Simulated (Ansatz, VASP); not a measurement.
# BHN (BN(111) slab, H on both faces): VASP beside Ansatz

One calculation is typed for both programs; each brings its own data sets. How far apart do they land? The cell is taken from a series of runs on this material, whose earlier steps may have relaxed, scaled, displaced or heated it; both programs get it as it stands.

Program: Ansatz 0.2.0. Level of theory: plane waves, with VASP 6.6.1 beside it; single point at revPBE. Results are calculated unless marked as measured.

## Step 1: Set-up

The cell holds 150 atoms: 50 B, 50 N and 50 H. Cell: a = 12.784 Å, b = 12.784 Å, c = 16.820 Å, α = 90.0°, β = 90.0°, γ = 60.0°. It derives from BN (zinc-blende). As first built, before any earlier steps moved the atoms (in the runner's words): zinc-blende BN (a = 3.616 A), (111) slab of 4 atomic planes, 5 x 5 surface cells, H on the broken bonds of both faces; displaced by a Gaussian of 0.02 A. Vacuum lies along c.

## Step 2: Ansatz: single point, revPBE

Ansatz runs on its PAW soft_1 files.

A single point gives forces, pressure and levels at one fixed geometry, so differences don't come from the geometry; what else differs is listed under the comparison.

input.yaml reads:

```yaml
crystal:
  lattice:
    - [12.784490603852781, 0.0, 0.0]
    - [6.392245301926389, 11.071693637379967, 0.0]
    - [0.0, 0.0, 16.819623216737106]
  atoms:
    - { symbol: B, position: [0.13318550422996148, 0.13370822509133928, 0.44987833319464976] }
    - { symbol: "N", position: [-0.0001256091484030755, 1.000360372646478, 0.41704372859525524] }
    - { symbol: B, position: [0.06653243555680646, 0.06701473493792603, 0.573186767753412] }
    - { symbol: "N", position: [0.133193357069375, 0.1336997943881395, 0.5395043498348951] }
    - { symbol: B, position: [0.13317667118198212, 0.3337070939348826, 0.449901620291434] }
    - { symbol: "N", position: [-0.00013541957899181777, 0.20037174347951148, 0.41707646347854] }
    - { symbol: B, position: [0.0665175902974437, 0.2670286390071087, 0.573213774193881] }
    - { symbol: "N", position: [0.13318824555302924, 0.3337032533793835, 0.5395260369435868] }
    - { symbol: B, position: [0.13319021666360892, 0.5336922818834869, 0.4498829687069056] }
    - { symbol: "N", position: [-0.00014721086460556766, 0.4003673655506827, 0.41709680694803825] }
    - { symbol: B, position: [0.06651921231145164, 0.46704138493419767, 0.573212607756377] }
    - { symbol: "N", position: [0.1331967842362748, 0.5336968159675031, 0.53950672061338] }
    - { symbol: B, position: [0.13321064341069286, 0.7336830782442127, 0.4498493661321641] }
    - { symbol: "N", position: [-0.0001406450025531009, 0.6003509035128457, 0.41707412102852387] }
    - { symbol: B, position: [0.06653513640796259, 0.667038451724126, 0.5731873411034362] }
    - { symbol: "N", position: [0.13320856880674778, 0.7336893612046721, 0.5394748805688009] }
    - { symbol: B, position: [0.13320978645444367, 0.933692890104839, 0.4498488354417813] }
    - { symbol: "N", position: [0.9998779871021312, 0.800343159394168, 0.4170468942530605] }
    - { symbol: B, position: [0.06653927733450497, 0.8670242705961855, 0.5731645409884533] }
    - { symbol: "N", position: [0.1332079782358343, 0.93369032947916, 0.5394744947634209] }
    - { symbol: B, position: [0.333182322511167, 0.1337131026888606, 0.4498594116411057] }
    - { symbol: "N", position: [0.19985903620570739, 0.0003746473022076905, 0.41705268756705666] }
    - { symbol: B, position: [0.2665335868953094, 0.0670284019849523, 0.5731762707844784] }
    - { symbol: "N", position: [0.3331953131672373, 0.13370475055251904, 0.539483708284525] }
    - { symbol: B, position: [0.3331871611953626, 0.3337002621904883, 0.4498652634137876] }
    - { symbol: "N", position: [0.19984218566791723, 0.2003835898702851, 0.4170787261241802] }
    - { symbol: B, position: [0.2665362950346087, 0.26703195663332124, 0.5731940504796449] }
    - { symbol: "N", position: [0.3332038348989863, 0.33369378971632524, 0.5394874215188954] }
    - { symbol: B, position: [0.3332044162250586, 0.5336845823982231, 0.44984847527250016] }
    - { symbol: "N", position: [0.1998469201140983, 0.4003621327658035, 0.4170841406472266] }
    - { symbol: B, position: [0.26654408812322083, 0.4670273663094572, 0.5731835573499698] }
    - { symbol: "N", position: [0.3332083276491184, 0.5336859180943965, 0.5394714868730012] }
    - { symbol: B, position: [0.3332059260542118, 0.7336899756472611, 0.4498349845114346] }
    - { symbol: "N", position: [0.1998655481450981, 0.6003440788543704, 0.4170563642870594] }
    - { symbol: B, position: [0.2665411440818599, 0.6670274923822324, 0.5731628215113513] }
    - { symbol: "N", position: [0.33320839387424467, 0.733688248779642, 0.539459466258879] }
    - { symbol: B, position: [0.3331963818839539, 0.9337047379557868, 0.44984261178565416] }
    - { symbol: "N", position: [0.19987344479122454, 0.8003542797460746, 0.41703499366661695] }
    - { symbol: B, position: [0.26654317224969576, 0.8670220129566539, 0.5731570773530875] }
    - { symbol: "N", position: [0.33320506595557536, 0.9336960384386417, 0.5394662948677955] }
    - { symbol: B, position: [0.533197690281483, 0.13369837109961114, 0.4498366000738234] }
    - { symbol: "N", position: [0.3998517658078856, 1.000380206287188, 0.4170396060461928] }
    - { symbol: B, position: [0.466542030092775, 0.06702974837178653, 0.5731622654755723] }
    - { symbol: "N", position: [0.5332039267385835, 0.13369561007155303, 0.539458497001578] }
    - { symbol: B, position: [0.5332066866151707, 0.3336858016576065, 0.4498400147810235] }
    - { symbol: "N", position: [0.39984998281130074, 0.2003728549456762, 0.4170482715491929] }
    - { symbol: B, position: [0.4665480467752956, 0.26701940455879786, 0.5731619768577322] }
    - { symbol: "N", position: [0.5332063644384567, 0.33368476990711937, 0.5394632435125817] }
    - { symbol: B, position: [0.5332050669342812, 0.5336878016968527, 0.4498438572502396] }
    - { symbol: "N", position: [0.3998625934789178, 0.40035089155264014, 0.41704037175676006] }
    - { symbol: B, position: [0.4665460628330902, 0.46701812805488807, 0.5731611169610416] }
    - { symbol: "N", position: [0.5332019345296577, 0.5336862837372375, 0.5394644977031748] }
    - { symbol: B, position: [0.5331969873893707, 0.733697638996051, 0.4498335930174795] }
    - { symbol: "N", position: [0.39987527556425856, 0.6003470700625373, 0.4170329453571009] }
    - { symbol: B, position: [0.4665312469810656, 0.667028082652023, 0.5731557608591504] }
    - { symbol: "N", position: [0.5331941699795557, 0.7337005643109437, 0.5394579111584781] }
    - { symbol: B, position: [0.5331902319474155, 0.9337043163971503, 0.4498385340454724] }
    - { symbol: "N", position: [0.3998601704213165, 0.8003666003896045, 0.4170240184258242] }
    - { symbol: B, position: [0.4665366847647834, 0.8670316473769208, 0.5731553975207619] }
    - { symbol: "N", position: [0.5331953643338049, 0.9337078243541205, 0.5394611647522608] }
    - { symbol: B, position: [0.733211243940119, 0.13368382264866552, 0.4498321089580331] }
    - { symbol: "N", position: [0.5998573870481283, 1.00036960420587, 0.41702814102547625] }
    - { symbol: B, position: [0.6665424094590656, 0.06702389840411896, 0.5731522536213872] }
    - { symbol: "N", position: [0.7332064311952873, 0.13368455217021985, 0.5394550164118636] }
    - { symbol: B, position: [0.7332081410607731, 0.33368155977802244, 0.44985991557836236] }
    - { symbol: "N", position: [0.5998716485977444, 0.20035877490246803, 0.41702779533003037] }
    - { symbol: B, position: [0.6665378896794913, 0.26700846324744687, 0.5731605054858905] }
    - { symbol: "N", position: [0.7332016048355985, 0.33368352992629946, 0.5394829238602528] }
    - { symbol: B, position: [0.733195602297042, 0.5336917865039666, 0.4498655126050242] }
    - { symbol: "N", position: [0.5998769809537977, 0.40034792251401863, 0.41704057656921184] }
    - { symbol: B, position: [0.6665232366492712, 0.4670266525007403, 0.573173424555885] }
    - { symbol: "N", position: [0.7331888796942959, 0.5336971689688338, 0.5394872997629369] }
    - { symbol: B, position: [0.7331933768743758, 0.7336991362649077, 0.4498505878467862] }
    - { symbol: "N", position: [0.5998726412347251, 0.6003505259951953, 0.417041859352818] }
    - { symbol: B, position: [0.6665201726482148, 0.6670403008980125, 0.5731678347697852] }
    - { symbol: "N", position: [0.7331867060967476, 0.7337073681853928, 0.5394739375999721] }
    - { symbol: B, position: [0.7332041395345715, 0.9336895944881787, 0.4498327248790755] }
    - { symbol: "N", position: [0.5998641239149924, 0.8003671664515835, 0.41703218180110113] }
    - { symbol: B, position: [0.6665267471071809, 0.8670439309481768, 0.5731581834898936] }
    - { symbol: "N", position: [0.7331982448925227, 0.9336990533895078, 0.5394571936505173] }
    - { symbol: B, position: [0.9332093433519054, 0.13368744720931816, 0.4498592149940241] }
    - { symbol: "N", position: [0.7998756528921491, 1.0003510082558646, 0.4170244771053104] }
    - { symbol: B, position: [0.8665318759306387, 0.0670153345356139, 0.573159562204302] }
    - { symbol: "N", position: [0.9332020353771822, 0.13368367291699942, 0.5394832228509436] }
    - { symbol: B, position: [0.9331918117349949, 0.33369683520165266, 0.44989513605749293] }
    - { symbol: "N", position: [0.799878002537282, 0.20035613996149726, 0.41704009372771367] }
    - { symbol: B, position: [0.8665238165451635, 0.2670117744195488, 0.5731902941698458] }
    - { symbol: "N", position: [0.9331874746975909, 0.3336992862699688, 0.5395182923233759] }
    - { symbol: B, position: [0.9331838710935612, 0.5336999825497191, 0.44989325660716134] }
    - { symbol: "N", position: [0.7998723776521067, 0.40035177826849566, 0.4170711819015371] }
    - { symbol: B, position: [0.8665069743096747, 0.46703912648603835, 0.5732041340461046] }
    - { symbol: "N", position: [0.9331847748416421, 0.5337045861849137, 0.5395162439907131] }
    - { symbol: B, position: [0.9332009480978124, 0.7336889709602513, 0.4498644259799629] }
    - { symbol: "N", position: [0.7998660503129061, 0.6003546072989839, 0.41706666885748384] }
    - { symbol: B, position: [0.8665165171507906, 0.6670499453559762, 0.5731874732367058] }
    - { symbol: "N", position: [0.9331950823744087, 0.7336992334139121, 0.5394879479459519] }
    - { symbol: B, position: [0.9332161277171271, 0.9336803191609396, 0.44983921492746776] }
    - { symbol: "N", position: [0.7998690036916543, 0.800352998038892, 0.4170427680992208] }
    - { symbol: B, position: [0.8665271838104059, 0.8670358339143441, 0.5731651598037268] }
    - { symbol: "N", position: [0.9332058089038047, 0.933687804158977, 0.539463125102576] }
    - { symbol: H, position: [0.9998676618777737, 0.000378077247242683, 0.3557858860567234] }
    - { symbol: H, position: [0.06653208308042263, 0.06700366861563437, 0.6445138307774967] }
    - { symbol: H, position: [-0.00013193250685058873, 0.20040364445888148, 0.35581864330026514] }
    - { symbol: H, position: [0.06650794463462327, 0.2670168592356889, 0.6445417007296499] }
    - { symbol: H, position: [0.9998492344578537, 0.4003675501630011, 0.3558400090515386] }
    - { symbol: H, position: [0.06652127458933521, 0.4670506848732651, 0.6445404695628921] }
    - { symbol: H, position: [0.9998475096991456, 0.6003356867861733, 0.35581535763770894] }
    - { symbol: H, position: [0.06653959993905893, 0.6670509230113961, 0.6445129916175112] }
    - { symbol: H, position: [-0.00010039659971151087, 0.8003064219076275, 0.35578969714322545] }
    - { symbol: H, position: [0.06653137298322383, 0.8670210526997789, 0.6444895429869574] }
    - { symbol: H, position: [0.19983790693922693, 0.0003982788715765868, 0.35579436228887334] }
    - { symbol: H, position: [0.26656681096304513, 0.06700142924566717, 0.6445021642144166] }
    - { symbol: H, position: [0.19979687877713667, 0.20042493931413707, 0.35582015198649575] }
    - { symbol: H, position: [0.2665814040215854, 0.2670128646184037, 0.6445209301510867] }
    - { symbol: H, position: [0.1998043254140215, 0.40037232603221445, 0.35582607554110823] }
    - { symbol: H, position: [0.26657814465965557, 0.46701796251272226, 0.6445108544306709] }
    - { symbol: H, position: [0.1998495712813745, 0.6003240268700237, 0.35579773289807476] }
    - { symbol: H, position: [0.2665548783327629, 0.6670218913894183, 0.6444894074943903] }
    - { symbol: H, position: [0.19987821686759577, 0.8003577036333094, 0.3557768475940968] }
    - { symbol: H, position: [0.2665448939251654, 0.8670198966021152, 0.6444839560070341] }
    - { symbol: H, position: [0.39983996061985466, 0.00040821638990091075, 0.3557814386196546] }
    - { symbol: H, position: [0.46656421570955364, 0.0670135710978931, 0.6444878209182163] }
    - { symbol: H, position: [0.39982002705512587, 0.2003970932060931, 0.3557909605882091] }
    - { symbol: H, position: [0.4665818931836718, 0.2669857756520109, 0.6444869273945473] }
    - { symbol: H, position: [0.39983903131170423, 0.40034740804986685, 0.35578112324310923] }
    - { symbol: H, position: [0.4665622503991117, 0.4670246626636026, 0.6444873868259986] }
    - { symbol: H, position: [0.3999022172016743, 0.6003191338920472, 0.35577560593550867] }
    - { symbol: H, position: [0.4665131298682466, 0.6670438647036656, 0.6444810927949589] }
    - { symbol: H, position: [0.39983609004272924, 0.8003783475122118, 0.35576421919570805] }
    - { symbol: H, position: [0.46654419076734965, 0.8670291050098624, 0.644481414921047] }
    - { symbol: H, position: [0.5998420386635037, 0.00038471818774930806, 0.35576965619074674] }
    - { symbol: H, position: [0.6665355082343035, 0.06702680272960802, 0.6444770621002838] }
    - { symbol: H, position: [0.599878634748425, 0.2003679167728173, 0.35576912012748907] }
    - { symbol: H, position: [0.6665266602455199, 0.2669910273324167, 0.6444855151565699] }
    - { symbol: H, position: [0.599909220990133, 0.4003270810950247, 0.3557842520371958] }
    - { symbol: H, position: [0.666488964163471, 0.46704618808985554, 0.6444992622702365] }
    - { symbol: H, position: [0.5998874549629271, 0.6003241375521035, 0.3557852403714942] }
    - { symbol: H, position: [0.6665026090895863, 0.6670523423801616, 0.6444946548331069] }
    - { symbol: H, position: [0.5998699154383595, 0.8003799539471219, 0.35577358952345833] }
    - { symbol: H, position: [0.6665272168850718, 0.8670559092573442, 0.6444835542834172] }
    - { symbol: H, position: [0.7998966857948601, 1.0003445395873964, 0.3557661332903214] }
    - { symbol: H, position: [0.8665080161080814, 0.06701459832037707, 0.6444844266918717] }
    - { symbol: H, position: [0.7998982046310539, 0.20036712323933212, 0.35578135039885606] }
    - { symbol: H, position: [0.8665124053280951, 0.26698033235605123, 0.6445170115835248] }
    - { symbol: H, position: [0.799905590137444, 0.40032425183048637, 0.3558145008956708] }
    - { symbol: H, position: [0.8664677287865308, 0.4670578705256425, 0.644530495100384] }
    - { symbol: H, position: [0.7999090446324928, 0.6003179480806027, 0.3558105756343482] }
    - { symbol: H, position: [0.866487213234851, 0.6670856486627315, 0.6445140526402595] }
    - { symbol: H, position: [0.7998927663756724, 0.8003303373073041, 0.35578442993374365] }
    - { symbol: H, position: [0.8664972980620294, 0.8670720853175781, 0.6444911870173609] }
basis:
  ecutwfc: 420.0
kpoints:
  mp_grid:
    grid: [1, 1, 1]
hamiltonian:
  xc: revpbe
  pseudopotentials:
    kind: paw
    xc_functional: pbe
    azcp:
      folder: "./paw"
scf:
  occupations:
    method: gaussian
    width: 0.025
output:
  forces: true
  eigenvalues: true
```

The run is started by

```bash
> python optimise.py
```

## Step 3: VASP: single point, revPBE

The same cell, functional, mesh and smearing now go to VASP, with its own data sets.

Lines of VASP's logs that name or quote its potential files are left out, and so is its time.

INCAR reads:

```
SYSTEM = BHN
PREC = Accurate
ENCUT = 520
EDIFF = 1E-06
NELM = 120
ISMEAR = 0
SIGMA = 0.025
LREAL = Auto
ALGO = Normal
GGA = RE
NBANDS = 330
LORBIT = 11
LWAVE = .FALSE.
LCHARG = .FALSE.
ISIF = 2
LASPH = .TRUE.
GGA_COMPAT = .FALSE.
EFERMI = MIDGAP
```

POSCAR reads:

```
BHN
1.0
   12.7844910000      0.0000000000      0.0000000000
    6.3922450000     11.0716940000      0.0000000000
    0.0000000000      0.0000000000     16.8196230000
B N H
50 50 50
Direct
    0.1331860000      0.1337080000      0.4498780000
    0.0665320000      0.0670150000      0.5731870000
    0.1331770000      0.3337070000      0.4499020000
    0.0665180000      0.2670290000      0.5732140000
    0.1331900000      0.5336920000      0.4498830000
    0.0665190000      0.4670410000      0.5732130000
    0.1332110000      0.7336830000      0.4498490000
    0.0665350000      0.6670380000      0.5731870000
    0.1332100000      0.9336930000      0.4498490000
    0.0665390000      0.8670240000      0.5731650000
    0.3331820000      0.1337130000      0.4498590000
    0.2665340000      0.0670280000      0.5731760000
    0.3331870000      0.3337000000      0.4498650000
    0.2665360000      0.2670320000      0.5731940000
    0.3332040000      0.5336850000      0.4498480000
    0.2665440000      0.4670270000      0.5731840000
    0.3332060000      0.7336900000      0.4498350000
    0.2665410000      0.6670270000      0.5731630000
    0.3331960000      0.9337050000      0.4498430000
    0.2665430000      0.8670220000      0.5731570000
    0.5331980000      0.1336980000      0.4498370000
    0.4665420000      0.0670300000      0.5731620000
    0.5332070000      0.3336860000      0.4498400000
    0.4665480000      0.2670190000      0.5731620000
    0.5332050000      0.5336880000      0.4498440000
    0.4665460000      0.4670180000      0.5731610000
    0.5331970000      0.7336980000      0.4498340000
    0.4665310000      0.6670280000      0.5731560000
    0.5331900000      0.9337040000      0.4498390000
    0.4665370000      0.8670320000      0.5731550000
[... 114 atom lines left out ...]
    0.7999060000      0.4003240000      0.3558150000
    0.8664680000      0.4670580000      0.6445300000
    0.7999090000      0.6003180000      0.3558110000
    0.8664870000      0.6670860000      0.6445140000
    0.7998930000      0.8003300000      0.3557840000
    0.8664970000      0.8670720000      0.6444910000
```

KPOINTS reads:

```
Automatic mesh
0
Gamma
1 1 1
0 0 0
```

The projector-augmented-wave data sets are B, N and H (PBE family, release 64).

The run is started by

```bash
> export OMP_NUM_THREADS=3
> mpirun -np 1 vasp_gam
```

Output:

```text
[banner, memory and clock lines left out]
running    1 mpi-ranks, on    1 nodes
[...]
Offloading initialized ...    1 GPUs detected
[...]
|                                                                             |
|               ----> ADVICE to this user running VASP <----                  |
|                                                                             |
|     You enforced a specific xc type in the INCAR file but a different       |
|     [... a line on the potential file left out ...]
|     I HOPE YOU KNOW WHAT YOU ARE DOING!                                     |
|                                                                             |

 LDA part: xc-table for (Slater+PW92), standard interpolation
 POSCAR, INCAR and KPOINTS ok, starting setup
[...]
entering main loop
       N       E                     dE             d eps       ncg     rms          rms(c)
DAV:   1     0.472823533505E+04    0.47282E+04   -0.21677E+05   676   0.121E+03
DAV:   2    -0.389740670141E+03   -0.51180E+04   -0.48147E+04   936   0.308E+02
DAV:   3    -0.105488718585E+04   -0.66515E+03   -0.66037E+03   840   0.122E+02
DAV:   4    -0.107977102925E+04   -0.24884E+02   -0.24829E+02   848   0.268E+01
[...]
DAV:  27    -0.996830432095E+03   -0.15923E-05   -0.17022E-07   520   0.414E-04    0.246E-04
DAV:  28    -0.996830433598E+03   -0.15031E-05   -0.66829E-08   504   0.228E-04    0.121E-04
DAV:  29    -0.996830434015E+03   -0.41701E-06   -0.17170E-08   520   0.111E-04
   1 F= -.99683043E+03 E0= -.99683043E+03  d E =0.000000E+00
```

Parts of OUTCAR (step 3):

```text
  FREE ENERGIE OF THE ION-ELECTRON SYSTEM (eV)
  ---------------------------------------------------
  free  energy   TOTEN  =      -996.8304340154 eV

  energy  without entropy=     -996.8304340154  energy(sigma->0) =     -996.83043402
```

## Step 4: Differences

Known differences besides the potentials themselves: the cutoff is 420 eV in Ansatz and 520 eV in VASP (PREC = Accurate, projectors in real space); Ansatz makes its cores anew for this functional, VASP keeps those of its PBE data sets. Total energies have different zeros and are not compared.

Both answers:

| quantity | Ansatz | VASP | difference |
| --- | --- | --- | --- |
| gap on the k mesh (eV) | 1.223 | 1.218 | +0.005 |

At this near-relaxed geometry the largest component of a force difference is 21 meV/Å. A gap on the mesh is an upper bound, since the band edges may lie between its points. With vacuum in the cell, a pressure given here is an average over mostly empty space and none of the material.

## Step 5: Outcome

```
difference in gap on the k mesh (single point, revPBE) : 0.0050 eV
r.m.s. force difference (single point, revPBE)         : 8.7 meV/Å
```

The r.m.s. force difference is 8.7 meV/Å (single point, revPBE), within the 12 meV/Å picked in this series as the mark of a large difference. Such differences can come from data sets, numerical settings and the points named under the comparisons, not from the functional's error against experiment.

[Lines on the potential files, build, host, timing and source positions are cut from VASP's logs without a mark.]

[Logs are printed without paths, hosts, clocks, repeated set-up lines and the standing remarks that a program may print on its own settings, such as how far it seeks lower states.]

[Hosts, paths, dates, database ids (printed as entryN), source tags and the programs' standing remarks are cut or masked in the printed files.]
